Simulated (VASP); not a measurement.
# Lattice vibrations of BaHoFe2O5, part 2 of 3

Wanted: whether BaHoFe2O5 is dynamically stable, and its vibrational spectrum. The start is a cell from a database of measured crystal structures.

VASP 6.6.1; PBE, spin-polarised from a ferromagnetic start, 4f electrons in the core; plane waves and PAW (Ho_3, Ba_sv, Fe, O).

Still holding for the runs below: The data set Ho_3 holds the 4f electrons frozen in the core, so no f bands or f moments appear. The magnetic state follows from one typed start and may not be the lowest. Oxides and halides of Fe are often magnetic insulators, and a metal at this level, without U or exact exchange, may be an artefact.

So far. Step 2 (Relax the host): The run ended after 15 ionic steps, 0.103 eV below its first step, once forces and stress met EDIFFG = -0.03. The relaxed cell has a = 3.914, c = 7.477 Å (conventional setting).

## 3. Tight relaxation

Force constants are second derivatives, so residual forces and stress must first be far smaller than in an ordinary relaxation. Smearing, mesh and cutoff differ from the relaxation before, which can move the cell too.

The input, INCAR:

```
SYSTEM = BaHoFe2O5
PREC = Accurate
ENCUT = 480
EDIFF = 1E-08
NELM = 120
ISMEAR = 1
SIGMA = 0.2
LREAL = .FALSE.
ALGO = Fast
GGA = PE
NBANDS = 50
ISPIN = 2
MAGMOM = 0 0 3 3 0 0 0 0 0
LASPH = .TRUE.
LMAXMIX = 6
LORBIT = 11
LWAVE = .FALSE.
LCHARG = .FALSE.
KPAR = 4
IBRION = 1
NSW = 30
ISIF = 3
EDIFFG = -0.002
POTIM = 0.4
```

The input, POSCAR:

```
BaHoFe2O5
1.0
    3.9137956015      0.0000000000      0.0000000000
    0.0000000000      3.9137956015      0.0000000000
    0.0000000000      0.0000000000      7.4769061099
Ho Ba Fe O
1 1 2 5
Direct
    0.0000000000      0.0000000000      0.5000000000
    0.0000000000      0.0000000000      0.0000000000
    0.5000000000      0.5000000000      0.7233690760
    0.5000000000      0.5000000000      0.2766309240
    0.0000000000      0.5000000000      0.6897528589
    0.0000000000      0.5000000000      0.3102471411
    0.5000000000      0.0000000000      0.6897528589
    0.5000000000      0.0000000000      0.3102471411
    0.5000000000      0.5000000000      0.0000000000
```

The input, KPOINTS:

```
Automatic mesh
0
Gamma
9 9 5
0 0 0
```

The projector-augmented-wave data sets are Ho_3, Ba_sv, Fe and O (PBE family, release 64).

Command:

```console
$ mpirun -np 4 vasp_std
```

Output:

```text
[... set-up lines as in an earlier step ...]
 entering main loop
       N       E                     dE             d eps       ncg     rms          rms(c)
DAV:   1     0.765687853836E+03    0.76569E+03   -0.25967E+04  9080   0.130E+03
DAV:   2     0.334687555847E+02   -0.73222E+03   -0.65554E+03 11650   0.439E+02
DAV:   3    -0.774417817754E+02   -0.11091E+03   -0.10563E+03 14322   0.174E+02
DAV:   4    -0.824371733311E+02   -0.49954E+01   -0.49035E+01 14664   0.381E+01
DAV:   5    -0.825755239157E+02   -0.13835E+00   -0.13727E+00 13736   0.592E+00    0.405E+01
RMM:   6    -0.849141948851E+02   -0.23387E+01   -0.12136E+02 11125   0.678E+01    0.764E+01
RMM:   7    -0.673138306999E+02    0.17600E+02   -0.22882E+01 11167   0.331E+01    0.202E+01
RMM:   8    -0.672736999770E+02    0.40131E-01   -0.38727E+00 11310   0.976E+00    0.113E+01
RMM:   9    -0.673162842357E+02   -0.42584E-01   -0.13149E+00 11798   0.493E+00    0.558E+00
RMM:  10    -0.673491790916E+02   -0.32895E-01   -0.26846E-01 11990   0.218E+00    0.335E+00
RMM:  11    -0.673277904806E+02    0.21389E-01   -0.61873E-02 11489   0.140E+00    0.119E+00
RMM:  12    -0.673263723397E+02    0.14181E-02   -0.26795E-02 11851   0.821E-01    0.633E-01
RMM:  13    -0.673271659778E+02   -0.79364E-03   -0.87517E-03 12373   0.324E-01    0.398E-01
RMM:  14    -0.673267689037E+02    0.39707E-03   -0.21732E-03 12855   0.202E-01    0.224E-01
RMM:  15    -0.673267661954E+02    0.27083E-05   -0.91296E-04 13701   0.101E-01    0.124E-01
RMM:  16    -0.673268105308E+02   -0.44335E-04   -0.56381E-04 14259   0.622E-02    0.946E-02
RMM:  17    -0.673268141855E+02   -0.36547E-05   -0.34034E-04 13285   0.599E-02    0.501E-02
RMM:  18    -0.673268529772E+02   -0.38792E-04   -0.50005E-04 13588   0.450E-02    0.137E-02
RMM:  19    -0.673268695818E+02   -0.16605E-04   -0.17117E-04 14073   0.362E-02    0.791E-03
RMM:  20    -0.673268938038E+02   -0.24222E-04   -0.25777E-04 13459   0.306E-02    0.409E-03
RMM:  21    -0.673269047308E+02   -0.10927E-04   -0.11817E-04 12809   0.275E-02    0.358E-03
RMM:  22    -0.673269212322E+02   -0.16501E-04   -0.17742E-04 12134   0.246E-02    0.241E-03
RMM:  23    -0.673269295725E+02   -0.83403E-05   -0.92304E-05 11683   0.226E-02    0.275E-03
RMM:  24    -0.673269417263E+02   -0.12154E-04   -0.13170E-04 11365   0.206E-02    0.181E-03
RMM:  25    -0.673269484422E+02   -0.67159E-05   -0.74632E-05 11507   0.193E-02    0.224E-03
RMM:  26    -0.673269577247E+02   -0.92825E-05   -0.10196E-04 10785   0.174E-02    0.136E-03
WARNING in EDDRMM: call to ZHEGV failed, returncode =   8  4     22
RMM:  27    -0.673269631026E+02   -0.53779E-05   -0.61239E-05 10484   0.161E-02    0.251E-03
RMM:  28    -0.673269707637E+02   -0.76610E-05   -0.84628E-05 10226   0.148E-02    0.125E-03
RMM:  29    -0.673269753355E+02   -0.45719E-05   -0.52126E-05 10089   0.138E-02    0.270E-03
 num prob RMM:  30    -0.673269817346E+02   -0.63991E-05   -0.70782E-05  9913   0.128E-02    0.155E-03
RMM:  31    -0.673269857350E+02   -0.40004E-05   -0.44855E-05  9680   0.119E-02    0.303E-03
WARNING in EDDRMM: call to ZHEGV failed, returncode =   8  4     24
RMM:  32    -0.673269907509E+02   -0.50159E-05   -0.56017E-05  9452   0.111E-02    0.184E-03
WARNING in EDDRMM: call to ZHEGV failed, returncode =   8  4     31
RMM:  33    -0.673269942228E+02   -0.34719E-05   -0.39288E-05  9076   0.103E-02    0.324E-03
 num prob RMM:  34    -0.673269982782E+02   -0.40553E-05   -0.45445E-05  8833   0.960E-03    0.213E-03
WARNING in EDDRMM: call to ZHEGV failed, returncode =   8  4     19
RMM:  35    -0.673270011801E+02   -0.29019E-05   -0.32604E-05  8484   0.897E-03    0.347E-03
RMM:  36    -0.673270038558E+02   -0.26757E-05   -0.31042E-05  8240   0.834E-03    0.241E-03
WARNING in EDDRMM: call to ZHEGV failed, returncode =   8  4     26
RMM:  37    -0.673270061791E+02   -0.23232E-05   -0.27004E-05  7986   0.780E-03    0.365E-03
 num prob RMM:  38    -0.673270081360E+02   -0.19569E-05   -0.23447E-05  7837   0.735E-03    0.263E-03
RMM:  39    -0.673270100963E+02   -0.19603E-05   -0.23259E-05  7575   0.693E-03    0.378E-03
WARNING in EDDRMM: call to ZHEGV failed, returncode =   8  4     33
RMM:  40    -0.673270116958E+02   -0.15995E-05   -0.19412E-05  7324   0.653E-03    0.282E-03
 num prob RMM:  41    -0.673270133753E+02   -0.16795E-05   -0.20041E-05  7149   0.615E-03    0.390E-03
 num prob RMM:  42    -0.673270146860E+02   -0.13108E-05   -0.16128E-05  7022   0.581E-03    0.299E-03
RMM:  43    -0.673270161208E+02   -0.14348E-05   -0.17267E-05  6863   0.549E-03    0.400E-03
RMM:  44    -0.673270172186E+02   -0.10978E-05   -0.13671E-05  6697   0.519E-03    0.315E-03
 num prob RMM:  45    -0.673270184682E+02   -0.12496E-05   -0.15074E-05  6567   0.492E-03    0.408E-03
 num prob RMM:  46    -0.673270193975E+02   -0.92937E-06   -0.11687E-05  6429   0.470E-03    0.329E-03
WARNING in EDDRMM: call to ZHEGV failed, returncode =   8  4     15
RMM:  47    -0.673270204889E+02   -0.10913E-05   -0.13223E-05  6324   0.444E-03    0.415E-03
RMM:  48    -0.673270212849E+02   -0.79599E-06   -0.10074E-05  6222   0.424E-03    0.341E-03
 num prob RMM:  49    -0.673270222572E+02   -0.97236E-06   -0.11775E-05  6108   0.402E-03    0.421E-03
 num prob  num prob  num prob RMM:  50    -0.673270229329E+02   -0.67567E-06   -0.87071E-06  5982   0.387E-03    0.352E-03
WARNING in EDDRMM: call to ZHEGV failed, returncode =   8  4     28
WARNING in EDDRMM: call to ZHEGV failed, returncode =   6  3     30
RMM:  51    -0.673270237503E+02   -0.81740E-06   -0.99908E-06  6681   0.366E-03    0.417E-03
 num prob RMM:  52    -0.673270243370E+02   -0.58673E-06   -0.75256E-06  7154   0.355E-03    0.345E-03
 num prob RMM:  53    -0.673270250590E+02   -0.72195E-06   -0.87938E-06  7160   0.342E-03    0.389E-03
 num prob  num prob  num prob RMM:  54    -0.673270255773E+02   -0.51835E-06   -0.65946E-06  7196   0.340E-03    0.320E-03
 num prob RMM:  55    -0.673270262204E+02   -0.64313E-06   -0.77457E-06  7337   0.337E-03    0.324E-03
 num prob RMM:  56    -0.673270266757E+02   -0.45530E-06   -0.57692E-06  7317   0.334E-03    0.292E-03
 num prob  num prob WARNING in EDDRMM: call to ZHEGV failed, returncode =   8  4      1
WARNING in EDDRMM: call to ZHEGV failed, returncode =   6  3     28
RMM:  57    -0.673270272499E+02   -0.57412E-06   -0.68585E-06  7481   0.332E-03    0.258E-03
 num prob  num prob RMM:  58    -0.673270276480E+02   -0.39817E-06   -0.50815E-06  7253   0.324E-03    0.290E-03
WARNING in EDDRMM: call to ZHEGV failed, returncode =   8  4     19
WARNING in EDDRMM: call to ZHEGV failed, returncode =   6  3     29
RMM:  59    -0.673270281599E+02   -0.51192E-06   -0.61023E-06  7250   0.317E-03    0.231E-03
[...]
num prob  num prob  num prob  num prob RMM: 102    -0.673270350752E+02   -0.32585E-07   -0.50155E-07  5334   0.880E-04    0.596E-03
 num prob  num prob RMM: 103    -0.673270351288E+02   -0.53639E-07   -0.69554E-07  4943   0.797E-04    0.562E-03
 num prob  num prob  num prob  num prob RMM: 104    -0.673270351586E+02   -0.29802E-07   -0.45541E-07  4721   0.798E-04    0.598E-03
 num prob RMM: 105    -0.673270352071E+02   -0.48421E-07   -0.63931E-07  4571   0.737E-04    0.565E-03
 num prob  num prob RMM: 106    -0.673270352329E+02   -0.25862E-07   -0.41295E-07  4496   0.737E-04    0.602E-03
 num prob  num prob RMM: 107    -0.673270352773E+02   -0.44404E-07   -0.58974E-07  4131   0.684E-04    0.569E-03
 num prob  num prob  num prob  num prob RMM: 108    -0.673270353008E+02   -0.23508E-07   -0.37099E-07  3919   0.677E-04    0.601E-03
RMM: 109    -0.673270353423E+02   -0.41503E-07   -0.54613E-07  3730   0.647E-04    0.570E-03
 num prob  num prob  num prob RMM: 110    -0.673270353638E+02   -0.21411E-07   -0.34011E-07  3672   0.638E-04    0.600E-03
RMM: 111    -0.673270354016E+02   -0.37859E-07   -0.50605E-07  3671   0.614E-04    0.574E-03
 num prob  num prob  num prob  num prob RMM: 112    -0.673270354200E+02   -0.18427E-07   -0.30158E-07  3550   0.605E-04    0.602E-03
 num prob RMM: 113    -0.673270354547E+02   -0.34624E-07   -0.47297E-07  3404   0.583E-04    0.575E-03
 num prob  num prob  num prob  num prob RMM: 114    -0.673270354714E+02   -0.16727E-07   -0.27502E-07  3434   0.583E-04    0.602E-03
 num prob RMM: 115    -0.673270355057E+02   -0.34355E-07   -0.45117E-07  3413   0.565E-04    0.576E-03
 num prob  num prob RMM: 116    -0.673270355202E+02   -0.14456E-07   -0.25010E-07  4109   0.564E-04    0.605E-03
 num prob  num prob  num prob RMM: 117    -0.673270355509E+02   -0.30656E-07   -0.40643E-07  3984   0.552E-04    0.574E-03
 num prob  num prob  num prob RMM: 118    -0.673270355637E+02   -0.12852E-07   -0.22312E-07  3276   0.522E-04    0.597E-03
 num prob RMM: 119    -0.673270355899E+02   -0.26216E-07   -0.36567E-07  3251   0.510E-04    0.574E-03
 num prob  num prob  num prob  num prob  num prob  num prob RMM: 120    -0.673270356018E+02   -0.11886E-07   -0.20087E-07  3230   0.506E-04
 -----------------------------------------------------------------------------
|                                                                             |
|           W    W    AA    RRRRR   N    N  II  N    N   GGGG   !!!           |
|           W    W   A  A   R    R  NN   N  II  NN   N  G    G  !!!           |
|           W    W  A    A  R    R  N N  N  II  N N  N  G       !!!           |
|           W WW W  AAAAAA  RRRRR   N  N N  II  N  N N  G  GGG   !            |
|           WW  WW  A    A  R   R   N   NN  II  N   NN  G    G                |
|           W    W  A    A  R    R  N    N  II  N    N   GGGG   !!!           |
|                                                                             |
|     The electronic self-consistency was not achieved in the given           |
|     number of steps (NELM). The forces and other quantities evaluated       |
|     might not be reliable so examine the results carefully. If you find     |
|     spurious results, we suggest increasing NELM, if you were close to      |
|     convergence or switching to a different ALGO or adjusting the           |
|     density mixing parameters otherwise.                                    |
|                                                                             |
 -----------------------------------------------------------------------------

   1 F= -.67327036E+02 E0= -.67326641E+02  d E =-.673270E+02  mag=     7.5201
 BRION: g(F)=  0.811E-04 g(S)=  0.529E-02
 bond charge predicted
       N       E                     dE             d eps       ncg     rms          rms(c)
DAV:   1    -0.673530849445E+02   -0.26049E-01   -0.58876E-01 12654   0.542E+00    0.149E+00
RMM:   2    -0.673305164312E+02    0.22569E-01   -0.63595E-02 11338   0.183E+00    0.101E+00
RMM:   3    -0.673306225787E+02   -0.10615E-03   -0.23311E-02 11546   0.765E-01    0.588E-01
RMM:   4    -0.673294426456E+02    0.11799E-02   -0.48283E-03 11165   0.459E-01    0.172E-01
RMM:   5    -0.673292294438E+02    0.21320E-03   -0.11106E-03 11768   0.167E-01    0.837E-02
RMM:   6    -0.673292235107E+02    0.59331E-05   -0.28255E-04 12301   0.714E-02    0.521E-02
RMM:   7    -0.673292311414E+02   -0.76307E-05   -0.58738E-05 13011   0.328E-02    0.301E-02
RMM:   8    -0.673292371673E+02   -0.60258E-05   -0.16771E-05 13116   0.183E-02    0.113E-02
RMM:   9    -0.673292386416E+02   -0.14743E-05   -0.61537E-06 12649   0.106E-02    0.336E-03
RMM:  10    -0.673292386843E+02   -0.42761E-07   -0.21970E-06 12856   0.596E-03    0.247E-03
RMM:  11    -0.673292388718E+02   -0.18751E-06   -0.15222E-06 11776   0.498E-03    0.184E-03
RMM:  12    -0.673292389325E+02   -0.60679E-07   -0.86899E-07 10655   0.387E-03    0.677E-04
RMM:  13    -0.673292390238E+02   -0.91291E-07   -0.77430E-07  9468   0.304E-03    0.581E-04
RMM:  14    -0.673292390625E+02   -0.38732E-07   -0.49491E-07  8878   0.261E-03    0.680E-04
RMM:  15    -0.673292391094E+02   -0.46844E-07   -0.50317E-07  8362   0.205E-03    0.211E-04
WARNING in EDDRMM: call to ZHEGV failed, returncode =   8  4     24
WARNING in EDDRMM: call to ZHEGV failed, returncode =   8  4     24
WARNING in EDDRMM: call to ZHEGV failed, returncode =   8  4     18
RMM:  16    -0.673292391377E+02   -0.28302E-07   -0.32201E-07  8119   0.187E-03    0.611E-04
WARNING in EDDRMM: call to ZHEGV failed, returncode =   8  4     15
 num prob RMM:  17    -0.673292391704E+02   -0.32676E-07   -0.32484E-07  7856   0.157E-03    0.723E-05
WARNING in EDDRMM: call to ZHEGV failed, returncode =   8  4     15
RMM:  18    -0.673292391922E+02   -0.21817E-07   -0.23912E-07  7637   0.141E-03    0.471E-04
RMM:  19    -0.673292392126E+02   -0.20403E-07   -0.21909E-07  7404   0.123E-03    0.111E-04
RMM:  20    -0.673292392267E+02   -0.14154E-07   -0.15784E-07  7033   0.110E-03    0.440E-04
WARNING in EDDRMM: call to ZHEGV failed, returncode =   8  4     19
 num prob RMM:  21    -0.673292392436E+02   -0.16856E-07   -0.15020E-07  6815   0.980E-04    0.144E-04
 num prob RMM:  22    -0.673292392558E+02   -0.12261E-07   -0.11922E-07  6564   0.894E-04    0.436E-04
RMM:  23    -0.673292392683E+02   -0.12487E-07   -0.11207E-07  6414   0.815E-04    0.235E-04
RMM:  24    -0.673292392759E+02   -0.75206E-08   -0.83019E-08  6177   0.763E-04
   2 F= -.67329239E+02 E0= -.67329328E+02  d E =-.220367E-02  mag=     7.4331
[...]
3 F= -.67329585E+02 E0= -.67329655E+02  d E =-.345429E-03  mag=     7.4401
[...]
4 F= -.67329692E+02 E0= -.67329808E+02  d E =-.107023E-03  mag=     7.4333
[...]
5 F= -.67329825E+02 E0= -.67330053E+02  d E =-.133718E-03  mag=     7.4158
 BRION: g(F)=  0.265E-06 g(S)=  0.213E-05 retain N=  1 mean eig= 4.43
 eig:   4.430
 bond charge predicted
       N       E                     dE             d eps       ncg     rms          rms(c)
DAV:   1    -0.673298378869E+02   -0.12437E-04   -0.16317E-03 11918   0.201E-01    0.433E-02
RMM:   2    -0.673298270591E+02    0.10828E-04   -0.86496E-05 11259   0.715E-02    0.353E-02
RMM:   3    -0.673298274057E+02   -0.34660E-06   -0.22929E-05 11479   0.268E-02    0.127E-02
RMM:   4    -0.673298262624E+02    0.11433E-05   -0.51708E-06 11120   0.135E-02    0.697E-03
RMM:   5    -0.673298260474E+02    0.21508E-06   -0.13964E-06 11312   0.681E-03    0.348E-03
RMM:   6    -0.673298260786E+02   -0.31236E-07   -0.47979E-07 11239   0.367E-03    0.139E-03
RMM:   7    -0.673298261415E+02   -0.62862E-07   -0.12247E-07  9225   0.229E-03    0.806E-04
RMM:   8    -0.673298261783E+02   -0.36816E-07   -0.53608E-08  7431   0.204E-03    0.480E-04
RMM:   9    -0.673298262040E+02   -0.25765E-07   -0.24604E-08  6481   0.112E-03    0.295E-04
RMM:  10    -0.673298262107E+02   -0.66866E-08   -0.20313E-08  6215   0.904E-04
   6 F= -.67329826E+02 E0= -.67330059E+02  d E =-.764569E-06  mag=     7.4143
 BRION: g(F)=  0.800E-06 g(S)=  0.211E-06 retain N=  1 mean eig= 2.32
 eig:   2.322
 reached required accuracy - stopping structural energy minimisation
```

The job ended after 12 min (4 MPI ranks of Intel Xeon 6975P-C (Granite Rapids), shared host; peak memory 2 GiB; 48 min of CPU time).

(Continued in part 3 of 3.)

[Lines on the potential files, build, host, timing and source positions are cut from VASP's logs without a mark.]

[Logs are printed without paths, hosts, clocks, repeated set-up lines and the standing remarks that a program may print on its own settings, such as how far it seeks lower states.]

[Hosts, paths, dates, database ids (printed as entryN), source tags and the programs' standing remarks are cut or masked in the printed files.]

[Runs that stopped without an error message from VASP are left out.]
